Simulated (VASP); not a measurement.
An input for Quantum ESPRESSO's pw.x (written as the equivalent of a VASP run, and not itself run):

```
&CONTROL
  calculation = 'vc-relax'
  pseudo_dir = './pseudo'
  outdir = './out'
  tprnfor = .true.
  tstress = .true.
  nstep = 60
  forc_conv_thr = 0.00078
/
&SYSTEM
  ibrav = 0
  nat = 6
  ntyp = 2
  ecutwfc = 86
  occupations = 'smearing'
  smearing = 'gaussian'
  degauss = 0.003675
  input_dft = 'pbesol'
/
&ELECTRONS
  conv_thr = 7.3e-08
  electron_maxstep = 100
/
&IONS
/
&CELL
/
ATOMIC_SPECIES
  Mo 95.950 Mo.upf
  Se 78.971 Se.upf
CELL_PARAMETERS angstrom
     1.6356786   -2.8330789    0.0000000
     1.6356786    2.8330789   -0.0000000
    -0.0000000    0.0000000   12.9449809
ATOMIC_POSITIONS crystal
  Mo   0.3333330  0.6666670  0.2500000
  Mo   0.6666670  0.3333330  0.7500000
  Se   0.3333330  0.6666670  0.8788046
  Se   0.6666670  0.3333330  0.3788046
  Se   0.6666670  0.3333330  0.1211954
  Se   0.3333330  0.6666670  0.6211954
K_POINTS automatic
  7 7 2 0 0 0
```

Task: Translate this input to VASP (INCAR, KPOINTS, POSCAR, choice of POTCAR).

Result: This is not unique; one that fits is 
File KPOINTS:
```
Automatic
0
Gamma
 7 7 2
0 0 0
```

File POSCAR:
```
MoSe2
1
    1.6356786007    -2.8330788556     0.0000000000
    1.6356786007     2.8330788556    -0.0000000000
   -0.0000000000     0.0000000000    12.9449809166
Mo Se
2 4
Direct
  0.3333330000   0.6666670000   0.2500000000
  0.6666670000   0.3333330000   0.7500000000
  0.3333330000   0.6666670000   0.8788046313
  0.6666670000   0.3333330000   0.3788046313
  0.6666670000   0.3333330000   0.1211953687
  0.3333330000   0.6666670000   0.6211953687
```

**INCAR**
```
ISMEAR  =  0
IBRION  =  2   # conjugate gradients
ISIF  =  3   # ions, shape and volume
ENCUT  =  520
LWAVE  =  .FALSE.
LMAXMIX  =  4   # l cut-off of mixed one-centre charges
SIGMA  =  0.05
GGA  =  PS   # PBEsol
PREC  =  Accurate
NELM  =  100   # most electronic steps
ALGO  =  Normal   # blocked Davidson
LCHARG  =  .FALSE.
EDIFFG  =  -0.02
LASPH  =  .TRUE.
SYSTEM  =  MoSe2
NSW  =  60
EDIFF  =  1E-6
LREAL  =  .FALSE.
```

POTCAR, in this order: Mo_sv Se (PBE.64 set). Program: vasp_std.

Limits of the translation: the potentials are each code's own (VASP's PAW set, PseudoDojo norm-conserving files in pw.x), so ENCUT and ecutwfc are chosen apart and not converted; conv_thr bounds pw.x's estimated SCF error, while EDIFF bounds the energy change between steps; forc_conv_thr acts on force components and is met together with etot_conv_thr.

The compound is MoSe2 in the 2H layered structure. This run relaxes it. Symmetry was kept, so distortions that lower it aren't found. The start is the result of an earlier pass.
